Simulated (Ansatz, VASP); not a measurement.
## InAs in two plane-wave programs

Wanted: the spread between two codes on one cell, functional and k mesh. The cell is taken from a series of runs on this material, whose earlier steps may have relaxed, scaled, displaced or heated it; both programs get it as it stands.

Main program and level: Ansatz 0.2.0; plane waves, with VASP 6.6.1 beside it; G0W0 gap at r2SCAN.

### Step 1. Set-up

It takes space group F-43m (No. 216, cubic). Conventional cell: a = 6.036 Å, b = 6.036 Å, c = 6.036 Å, α = 90.00°, β = 90.00°, γ = 90.00°. Nearest to In lie 4 As at 2.61 Å. As has 4 In at 2.61 Å nearest. Farther neighbours are not listed.

### Step 2. Ansatz: G0W0 gap, r2SCAN

Ansatz runs on its default PAW (the set named soft_2) files.

Quasiparticle shifts depend on high empty states and on the cores, so they are the hardest test of two PAW sets.

input.yaml

```yaml
crystal:
  lattice:
    - [0.0, 3.018, 3.018]
    - [3.018, 0.0, 3.018]
    - [3.018, 3.018, 0.0]
  atoms:
    - { symbol: In, position: [0.0, 0.0, 0.0] }
    - { symbol: As, position: [0.75, 0.75, 0.75] }
kpoints:
  mp_grid: { grid: [3, 3, 3] }
hamiltonian:
  xc: r2scan
scf:
  occupations: { method: fixed }
gw:
  n_empty_bands: 252
  ecut_chi: 160.0
  qp_bands: [v3, c2]
  screening: { model: contour_deformation }
```

Command:

```bash
$ ansatz run input.yaml --threads 12 --pin off --max-ram 22118MiB --backend cpu --events-out ev --progress --plain --runs-dir out
```

Numbers of over 12 decimals in the logs are rounded to 6 here.

The log of the run:

```text
Engine: ansatz 0.2.0, aarch64-unknown-linux-gnu
Pseudopotentials: kind: paw
Pseudopotential: In, paw, valence charge 13, recommended cutoff 500 eV (meta_gga), In.paw.azcp
Pseudopotential: As, paw, valence charge 15, recommended cutoff 500 eV (meta_gga), As.paw.azcp
Functional definition: r2SCAN
  parameter k0 = 0.174
  parameter k1 = 0.065
  parameter a1 = 4.9479
  exchange = r2scan_x(k0 = k0, k1 = k1, a1 = a1)
  correlation = r2scan_c
Crystal: 2 atoms, lattice volume = 54.978 Å³
Basis set: ecut = 500 eV, 1411 PW (Γ), exchange–correlation on 128×128×128 points (64 copies of the dense FFT grid, shifted against one another)
Bands: 18, of which v1, the nominal top of the filled ones, is band 14 counted from 1 (13 counted from 0)
Symmetry: 24 space group operations
Space group: F-43m (ITA 216), of the structure as read, at distance tolerance 3.8e-5 Å
k-points: 4 of 27 (time reversal used)
Non-local potential: In, projectors of the file, l = 0: 2, l = 1: 2, l = 2: 2, l = 3: 2
Non-local potential: As, projectors of the file, l = 0: 2, l = 1: 2, l = 2: 3, l = 3: 1
PAW form: soft (Blöchl's): semilocal exchange-correlation on the pseudo side does not see the compensation charge
PAW frozen core: In, regenerated for the run's functional (the file was generated under x = pbe(κ = 0.804, μ = 0.219515), c = pbe(β = 0.066725))
PAW frozen core: As, regenerated for the run's functional (the file was generated under x = pbe(κ = 0.804, μ = 0.219515), c = pbe(β = 0.066725))
PAW one-centre angular grid: In, 590 points (default); XC on 289 of its mesh's 2783 points in the sphere
PAW one-centre angular grid: As, 590 points (default); XC on 160 Gauss nodes
Initial density: superposition of atomic densities (neutral atoms: chi_scale 0, normalization atom), corrected by the library's trained network
Initial wavefunctions: pseudopotential atomic-orbital guess
Functional: x = r2scan, c = r2scan; τ floored in thin density (d = 2e-4 eV/Å³)
SCF iter   1: F=—  HF=-10476.710702 eV  |F-HF|=—  |Δ(HF+E_count)|=         —  Δρ=8.56e-3  dr2=3.66e-2  dr2_τ=1.08e-2  ethr=1.77e-3  ⟨swp⟩=5.0  Hψ=322  notcnv=0  defer=5
preconditioner: auto → none  [insulator: Δε(μ)=0.234 eV  Ē_g=15.672 eV  n_scr=14 (ndim 8)  ℏωp=21.2 eV  f_vac=0.102  ε∞_Penn≈2.8]
SCF iter   2: F=—  HF=-10476.719011 eV  |F-HF|=—  |Δ(HF+E_count)|=   8.31e-3  Δρ=3.12e-3  dr2=2.83e-3  dr2_τ=1.73e-4  ethr=1.31e-4  ⟨swp⟩=2.5  Hψ=173  notcnv=0  defer=5
SCF iter   3: F=—  HF=-10476.719832 eV  |F-HF|=—  |Δ(HF+E_count)|=   8.21e-4  Δρ=1.14e-3  dr2=4.81e-4  dr2_τ=9.99e-6  ethr=1.01e-5  ⟨swp⟩=2.0  Hψ=139  notcnv=0  defer=6
SCF iter   4: F=—  HF=-10476.719969 eV  |F-HF|=—  |Δ(HF+E_count)|=   1.36e-4  Δρ=2.95e-4  dr2=2.85e-5  dr2_τ=7.54e-7  ethr=1.72e-6  ⟨swp⟩=3.0  Hψ=139  notcnv=0  defer=5
SCF iter   5: F=—  HF=-10476.719973 eV  |F-HF|=—  |Δ(HF+E_count)|=   4.77e-6  Δρ=5.06e-5  dr2=7.68e-7  dr2_τ=2.79e-8  ethr=1.02e-7  ⟨swp⟩=2.0  Hψ=104  notcnv=0  defer=1
SCF iter   6: F=-10476.719974 eV  HF=-10476.719974 eV  |F-HF|=4.20e-8  |Δ(HF+E_count)|=   4.47e-7  Δρ=1.11e-5  dr2=2.48e-8  dr2_τ=1.77e-9  ethr=3.57e-10  ⟨swp⟩=6.2  Hψ=314  notcnv=0
SCF 1 converged in 6 iterations: F = -10476.719974 eV  dr2 = 2.48e-8
  greatest PAW one-centre occupation: 0.999 electrons in one spin orbital (limit 2), on the As atom at site 1 (counted from 0), in its partial waves of l = 2
NSCF: frozen V_eff on 4 k-points
G₀W₀ screening: q 1/4
[... further progress lines ...]
NSCF: frozen V_eff on 1 k-points
NSCF: frozen V_eff on 1 k-points
[...]
SCF converged after 6 iterations
Free energy (F): -10476.719974 eV
Harris-Foulkes:  -10476.719974 eV  (|F-HF|=4.20e-8)
Internal energy: -10476.719974 eV  (E = F + TS)
E sigma→0 (E₀):  -10476.719974 eV
Fermi energy:    7.798212 eV
--- Per-component energies (eV) ---
  E_band       = -325.204317
  E_kinetic    = 348.252802
  E_local      = -3275.139262  (includes V_loc(G=0)·N_el)
  E_nonlocal   = -301.463496
  E_hartree    = 1589.254390
  E_xc         = -275.020745
  E_vxc        = -190.820445  (∫ρ·V_xc dr)
  E_paw        = -6034.312384  (= ΣΔE_a)
  E_vpaw       = -96.220930  (= ΣTr[D̂ρ^β])
  E_aug_tail   = 0.000002  (compensation charges beyond the density's cutoff)
  E_vtau       = 11.678518  (kinetic-family band-sum trace: ∫τ·v_τ [+ j·A + Jᵃ·Aᵃ] dr)
  E_ewald      = -2527.799418
  E_core_change = -0.491862  (= ΣΔE_core)
  E_smearing   = -0.000000  (= −TS)
  E_closure    = 0.000000  (closes the sum)
  Σ components = -10476.719974   (vs F -10476.719974, Δ=0.00e0)
--- Band table (eV) ---
  k-point 0: bands = [... 10 lower, -4.5247, 7.7982, 7.7982, 7.7982, 8.0467, 12.0112, 12.0112, 12.0112]
  k-point 1: bands = [... 10 lower, -3.4783, 2.9469, 6.9700, 6.9700, 9.2450, 12.8373, 12.8373, 14.3808]
  k-point 2: bands = [... 10 lower, -3.1223, 2.9884, 5.8001, 5.8001, 9.8522, 10.6629, 15.7808, 15.7866]
  k-point 3: bands = [... 10 lower, -2.5092, 2.0622, 4.2985, 6.0377, 10.3933, 13.2396, 14.9166, 15.1773]
--- G₀W₀: contour deformation, 8 samples at zero and on the imaginary axis and 2 off it, 27 q-points, 252 empty bands' worth ---
  eigenvalues of the whole cell's RPA ε∞ on this k-mesh (on a slab, of 1 + 4πα/V) = 1572.6971, 1572.6971, 1572.6971; static W/v taken at q = 0 is 0.000636
  bands read: the sum over 266 bands ends inside a degenerate multiplet in 2 slots, whose members it reads at an even weight; the widest, k=0: bands 266 to 268 (counted from 1) at 1/3 each
    ik  band        ε_KS         Σx   Σc(E_QP)       V_xc       Z   E_QP_lin       E_QP  E_QP is
     0    12      7.7982   -17.1725     1.4807   -15.3679  0.7746     7.4725     7.4743  root
     0    13      7.7982   -17.1725     1.4807   -15.3679  0.7746     7.4725     7.4743  root
     0    14      7.7982   -17.1725     1.4807   -15.3679  0.7746     7.4725     7.4743  root
     0    15      8.0467   -10.2244    -4.3281   -14.4626  0.7884     7.9569     7.9568  root
     0    16     12.0112    -7.1998    -4.4536   -11.5167  0.7800    11.8747    11.8744  root
     1    12      2.9469   -16.4367     2.5986   -13.4443  0.7444     2.5502     2.5531  root
     1    13      6.9700   -16.4898     1.6465   -14.4927  0.7693     6.6169     6.6194  root
     1    14      6.9700   -16.4898     1.6465   -14.4927  0.7693     6.6169     6.6194  root
     1    15      9.2450    -8.7403    -4.2809   -12.9056  0.7890     9.1296     9.1294  root
     1    16     12.8373    -7.0356    -4.6032   -11.4836  0.7825    12.6825    12.6821  root
     2    12      2.9884   -17.3115     2.5261   -14.4030  0.7350     2.6048     2.6061  root
     2    13      5.8001   -15.6996     1.9428   -13.3860  0.7533     5.4272     5.4293  root
     2    14      5.8001   -15.6996     1.9428   -13.3860  0.7533     5.4272     5.4293  root
     2    15      9.8522    -6.5014    -4.0814   -10.3451  0.7951     9.6155     9.6145  root
     2    16     10.6629    -7.7300    -4.3127   -11.8931  0.7836    10.5138    10.5133  root
     3    12      2.0622   -16.8172     2.9397   -13.4633  0.7285     1.6425     1.6480  root
     3    13      4.2985   -14.6222     2.2164   -12.0267  0.7495     3.9183     3.9195  root
     3    14      6.0377   -15.8652     1.8734   -13.6230  0.7582     5.6652     5.6689  root
     3    15     10.3933    -7.2106    -4.2498   -11.2760  0.7881    10.2095    10.2089  root
     3    16     13.2396    -8.0933    -4.8894   -12.8973  0.7723    13.1543    13.1542  root
```

In the SCF lines HF is the Harris–Foulkes energy and dr2 the Hartree energy of the density residual, in eV; the loop may stop once dr2 is under the threshold and the program's other checks hold. Hψ counts applications of the Hamiltonian.

### Step 3. VASP: G0W0 gap, r2SCAN

The same cell, functional and mesh now go to VASP, with its own data sets.

Lines of VASP's logs that name or quote its potential files are left out, and so is its time.

The run reads the wave functions of an earlier VASP run, which isn't shown here.

INCAR

```
SYSTEM = InAs
PREC = Accurate
ENCUT = 300
ISMEAR = 0
SIGMA = 0.01
LREAL = .FALSE.
METAGGA = R2SCAN
LASPH = .TRUE.
NBANDS = 264
ALGO = EVGW0
NELMGW = 1
ENCUTGW = 160
NOMEGA = 64
PRECFOCK = Fast
NBANDSGW = 20
LWAVE = .FALSE.
LCHARG = .FALSE.
```

POSCAR

```
InAs
1.0
    0.0000000000      3.0180000000      3.0180000000
    3.0180000000      0.0000000000      3.0180000000
    3.0180000000      3.0180000000      0.0000000000
In As
1 1
Direct
    0.0000000000      0.0000000000      0.0000000000
    0.7500000000      0.7500000000      0.7500000000
```

KPOINTS

```
Automatic mesh
0
Gamma
3 3 3
0 0 0
```

PAW data sets: In_d_GW and As_GW (PBE family, release 64).

Command:

```bash
$ mpirun -np 4 vasp_std
```

The log of the run:

```text
[banner, memory and clock lines left out]
running    4 mpi-ranks, on    1 nodes
 distrk:  each k-point on    4 cores,    1 groups
 distr:  one band on    1 cores,    4 groups

 POSCAR found type information on POSCAR InAs
 POSCAR found :  2 types and       2 ions
|                                                                             |
|               ----> ADVICE to this user running VASP <----                  |
|                                                                             |
|     You enforced a specific xc type in the INCAR file but a different       |
|     [... a line on the potential file left out ...]
|     I HOPE YOU KNOW WHAT YOU ARE DOING!                                     |
|                                                                             |

|                                                                             |
|           W    W    AA    RRRRR   N    N  II  N    N   GGGG   !!!           |
|           W    W   A  A   R    R  NN   N  II  NN   N  G    G  !!!           |
|           W    W  A    A  R    R  N N  N  II  N N  N  G       !!!           |
|           W WW W  AAAAAA  RRRRR   N  N N  II  N  N N  G  GGG   !            |
|           WW  WW  A    A  R   R   N   NN  II  N   NN  G    G                |
|           W    W  A    A  R    R  N    N  II  N    N   GGGG   !!!           |
|                                                                             |
|     The default for ENCUTGWSOFT is different in this version of VASP.       |
|     please manually set ENCUTGWSOFT =160 in the INCAR file.                 |
|                                                                             |

 LDA part: xc-table for (None), standard interpolation
 found WAVECAR, reading the header
 POSCAR, INCAR and KPOINTS ok, starting setup
 FFT: planning ... GRIDC
 FFT: planning ... GRID_SOFT
 FFT: planning ... GRID
 reading WAVECAR
 the WAVECAR file was read successfully
 initial charge from wavefunction
 available memory per node:    133.20 GB, setting MAXMEM to    136396

 The Fermi energy was updated, please check that it is located mid-gap
 values below the HOMO (VB) or above the LUMO (CB) will cause erroneous energies
 E-fermi :   3.5346

 calculate exact exchange contribution
 the WAVEDER file was read successfully
|                                                                             |
|           W    W    AA    RRRRR   N    N  II  N    N   GGGG   !!!           |
|           W    W   A  A   R    R  NN   N  II  NN   N  G    G  !!!           |
|           W    W  A    A  R    R  N N  N  II  N N  N  G       !!!           |
|           W WW W  AAAAAA  RRRRR   N  N N  II  N  N N  G  GGG   !            |
|           WW  WW  A    A  R   R   N   NN  II  N   NN  G    G                |
|           W    W  A    A  R    R  N    N  II  N    N   GGGG   !!!           |
|                                                                             |
|     Automatic setting of frequency mesh for GW failed. Frequency mesh       |
|     properly not suitable for determining QP energies. Consider             |
|     increasing number of kpoints.                                           |
|                                                                             |

energies w=
    0.000    0.000    0.235    0.000    0.469    0.000    0.703    0.000
    0.935    0.000    1.164    0.000    1.392    0.000    1.616    0.000
    1.838    0.000    2.057    0.000    2.272    0.000    2.485    0.000
    2.694    0.000    2.901    0.000    3.105    0.000    3.307    0.000
    3.507    0.000    3.705    0.000    3.901    0.000    4.097    0.000
    4.292    0.000    4.487    0.000    4.682    0.000    4.878    0.000
    5.076    0.000    5.275    0.000    5.477    0.000    5.682    0.000
    5.890    0.000    6.103    0.000    6.322    0.000    6.546    0.000
    6.778    0.000    7.017    0.000    7.266    0.000    7.527    0.000
    7.799    0.000    8.085    0.000    8.388    0.000    8.708    0.000
    9.051    0.000    9.418    0.000    9.813    0.000   10.241    0.000
   10.707    0.000   11.217    0.000   11.782    0.000   12.409    0.000
   13.112    0.000   13.907    0.000   14.815    0.000   15.862    0.000
   17.086    0.000   18.535    0.000   20.280    0.000   22.420    0.000
   25.109    0.000   28.585    0.000   33.247    0.000   39.820    0.000
   49.762    0.000   66.514    0.000  100.619    0.000  207.500    0.000
 responsefunction array rank=     260
 LDA part: xc-table for (None), standard interpolation

 min. memory requirement per mpi rank    165.8 MB, per node    663.3 MB

 allocating  16 responsefunctions rank=   260
 shmem allocating  64 responsefunctions rank=   260
 response function shared by NCSHMEM nodes    1
 Doing           16  frequencies on each core in blocks of           64
NQ=   1    0.0000    0.0000    0.0000,
|.........|.........|.........|.........|.........|.........|.........|.........
 performed        166000 updates of chi_q(r,r)
 total number of BLAS operations         89.17 Gflops
NQ=   2    0.3333    0.0000    0.0000,
|.........|.........|.........|.........|.........|.........|.........|.........
 performed        469000 updates of chi_q(r,r)
 total number of BLAS operations        248.27 Gflops
NQ=   3    0.3333    0.3333    0.0000,
|.........|.........|.........|.........|.........|.........|.........|.........
 performed        783000 updates of chi_q(r,r)
 total number of BLAS operations        400.29 Gflops
NQ=   4   -0.3333    0.3333    0.0000,
|.........|.........|.........|.........|.........|.........|.........|.........
 performed       1170000 updates of chi_q(r,r)
 total number of BLAS operations        603.68 Gflops
 resolving degeneracies of screened two electron integrals

 calculate QP shifts <psi_nk| G(iteration)W_0 |psi_nk>: iteration 1
 entering main loop
```

[end of part 1 of 2]

[Lines on the potential files, build, host, timing and source positions are cut from VASP's logs without a mark.]

[Logs are printed without paths, hosts, clocks, repeated set-up lines and the standing remarks that a program may print on its own settings, such as how far it seeks lower states.]

[Hosts, paths, dates, database ids (printed as entryN), source tags and the programs' standing remarks are cut or masked in the printed files.]
